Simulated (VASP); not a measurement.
## Zr under biaxial strain in the (0001) plane

How do stress and energy of Zr follow biaxial strain in the (0001) plane?

Method: PBEsol; plane waves and PAW (Zr_sv), in the first sound run; inputs show where later runs differ, in VASP 6.6.1.

Report form: the programs' logs are mostly left out.

### 1. Starting point

Symmetry: P6_3/mmc, No. 194, hexagonal system. The conventional cell has a = 3.230 Å, b = 3.230 Å, c = 5.145 Å, α = 90.00°, β = 90.00°, γ = 120.00°. Nearest to Zr lie 12 Zr at 3.18 to 3.23 Å.

### 2. Relax the crystal, PBEsol

The series starts from the cell that this level prefers, so that zero strain is near zero stress.

This step took 2 runs in a row; the last is shown.

Level: PBEsol; plane waves and PAW (Zr_sv).

INCAR reads:

```
SYSTEM = Zr
PREC = Accurate
ENCUT = 450
EDIFF = 1E-07
NELM = 120
ISMEAR = 1
SIGMA = 0.15
LREAL = .FALSE.
ALGO = Normal
GGA = PS
NBANDS = 18
LASPH = .TRUE.
LORBIT = 11
LWAVE = .FALSE.
LCHARG = .FALSE.
KPAR = 8
IBRION = 2
NSW = 40
ISIF = 3
EDIFFG = -0.005
POTIM = 0.4
```

POSCAR reads:

```
Zr
1.0
    3.1865302489      0.0000000000      0.0000000000
   -1.5932651245      2.7596161455      0.0000000000
    0.0000000000      0.0000000000      5.1152857861
Zr
2
Direct
    0.0000000000      0.0000000000      0.0000000000
    0.3333333333      0.6666666667      0.5000000000
```

KPOINTS reads:

```
Automatic mesh
0
Gamma
21 21 12
0 0 0
```

PAW data sets: Zr_sv (PBE family, release 64).

Started as:

```sh
$ mpirun -np 8 vasp_std
```

Wall time 12 s (8 MPI ranks of Intel Xeon 6975P-C (Granite Rapids), shared host); peak memory 2.3 GiB.

Read from the output:

```
energy(sigma→0) of the program : -18.1631 eV
stress, compression positive   : xx, yy, zz -0.02, -0.02, 0.02 GPa
volume                         : 44.982 Å³
ionic steps                    : 1
```

### 3. Strain along the normal, PBEsol

One member in full: the plane is strained by 2 %, and the strain along the normal is moved by secant steps until the normal stress is under 0.012 GPa or five steps are spent; the atoms relax at each step.

This step took 3 runs, each at a new trial strain with the atoms of the one before; the last is shown.

Level: PBEsol; plane waves and PAW (Zr_sv).

INCAR, as its differences from that of step 2:

```diff
@@ -15,7 +15,7 @@
 LCHARG = .FALSE.
-KPAR = 8
-IBRION = 2
-NSW = 40
-ISIF = 3
-EDIFFG = -0.005
-POTIM = 0.4
+KPAR = 2
+IBRION = 1
+NSW = 25
+ISIF = 2
+EDIFFG = -0.004
+POTIM = 0.3
```

POSCAR reads:

```
Zr
1.0
    3.2502608540      0.0000000000      0.0000000000
   -1.6251304270      2.8148084680      0.0000000000
    0.0000000000      0.0000000000      5.0360492260
Zr
2
Direct
    0.0000000000      0.0000000000      0.0000000000
    0.3333333333      0.6666666667      0.5000000000
```

KPOINTS is that of step 2.

Started as:

```sh
$ mpirun -np 2 vasp_std
```

The job ended after 32 s (2 MPI ranks; peak memory 0.57 GiB).

Numbers from this step:

```
energy(sigma→0) of the program : -18.1454 eV
stress, compression positive   : xx, yy, zz -3.14, -3.14, 0.00 GPa
ionic steps                    : 1
```

### 4. The table

The other members went through these steps as far as the tables show, with the same cutoff and, step by step, the same mesh; 26 runs are not shown. The session took 0.62 core hours (wall time by ranks) on a shared machine.

```tsv
in-plane strain (%)	strain along the normal (%)	in-plane stress, tension positive (GPa)	energy above the unstrained row, extrapolated to no smearing (meV/atom)
-2.000	1.821	-2.984	8.795
-1.500	1.331	-2.284	5.028
-1.000	0.870	?	?
-0.500	0.433	-0.764	0.576
0	0.009	0.025	0.000
0.500	-0.392	0.821	0.552
1.000	-0.786	1.607	2.229
1.500	-1.170	2.379	5.010
2.000	-1.549	3.138	8.873
```

### 5. Stress from the known rows

Fitting a parabola to the 8 known rows (e: strain in %) gives stress = 0.01151 e² + 1.542 e + 0.02935 in GPa; the residuals are 0.021 GPa r.m.s.

At e = -1 this predicts -1.502 GPa.

### 6. Checking the prediction

The calculation gives -1.540 GPa, so the prediction is 0.038 GPa too high, within twice the residual of the fit.

Slopes at zero strain, from cubics through all rows: strain ratio -0.823, stress over strain 159 GPa. For (0001) the ratio is −2C₁₃/C₃₃.

### 7. What came out

```yaml
error_of_the_predicted_stress: 0.038 GPa
ratio_of_normal_to_in_plane_strain: -0.823
biaxial_modulus: 159 GPa
```

What this shows: As a check, the curvature of the energy gives 161 GPa for the same modulus (energy per volume = M × strain²), 1 % from the slope of the stress; these energies are extrapolated to no smearing, while the stress belongs to the free energy, so part of the difference may come from that. These are static values: temperature and zero-point motion are left out. In a metal the slopes also depend on mesh and smearing, which were held through the series.

[Lines on the potential files, build, host, timing and source positions are cut from VASP's logs without a mark.]

[Logs are printed without paths, hosts, clocks, repeated set-up lines and the standing remarks that a program may print on its own settings, such as how far it seeks lower states.]

[Hosts, paths, dates, database ids (printed as entryN), source tags and the programs' standing remarks are cut or masked in the printed files.]

[In band tables of VASP the shares of atoms and orbitals are scaled to a sum of 1 inside the atoms' spheres.]
